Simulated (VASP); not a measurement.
Method: PBEsol GGA, VASP's PBE PAW potentials (set 64) (plane waves; VASP).

A VASP calculation is set up with these files.

File POSCAR:
```
Sr
1
    4.3100000000     0.0000000000     0.0000000000
   -2.1550000000     3.7325690000     0.0000000000
    0.0000000000     0.0000000000     7.0500000000
Sr
2
Direct
  0.3333330000   0.6666670000   0.2500000000
  0.6666670000   0.3333330000   0.7500000000
```

INCAR:
```
SYSTEM=Sr
PREC=Accurate; ENCUT=300; LREAL=F
LASPH=T
EDIFF=1E-6; NELM=100; ALGO=Normal
LMAXMIX=4
ISMEAR=-1; SIGMA=0.1
GGA=PS
ISIF=2
LWAVE=F; LCHARG=F
```

**KPOINTS**
```
Automatic mesh
0
Gamma
12 12 6
0 0 0
```

POTCAR, in this order: Sr_sv (PBE.64 set). Program: vasp_std.

**Question.** What does the run give for the energy per atom (σ→0), band gap (on the k-mesh)?

**Answer.** 
```yaml
energy per atom (σ→0): -1.824 eV/atom
band gap (on the k-mesh): none (metal, semimetal or under 0.01 eV)
```

**OSZICAR**
```
...
DAV:   5    -0.369828172626E+01   -0.42625E-02   -0.42622E-02  3342   0.672E-01    0.166E+01
DAV:   6    -0.369599552402E+01    0.22862E-02   -0.12985E-02  2716   0.131E+00    0.934E+00
DAV:   7    -0.369470158140E+01    0.12939E-02   -0.21474E-02  2644   0.162E+00    0.386E-01
DAV:   8    -0.369475098907E+01   -0.49408E-04   -0.31255E-03  3724   0.299E-01    0.121E-01
DAV:   9    -0.369479995728E+01   -0.48968E-04   -0.14024E-04  2764   0.562E-02    0.480E-02
DAV:  10    -0.369483039338E+01   -0.30436E-04   -0.14591E-05  2692   0.337E-02    0.249E-02
DAV:  11    -0.369482955630E+01    0.83708E-06   -0.67873E-07  1940   0.700E-03
   1 F= -.36948296E+01 E0= -.36485835E+01  d E =-.924921E-01
```

The structure comes from a measured Sr entry (P6_3/mmc) of the Crystallography Open Database, whose conditions weren't checked. The cell was not relaxed at this level. VASP warned that the highest band is occupied, so more bands are needed.
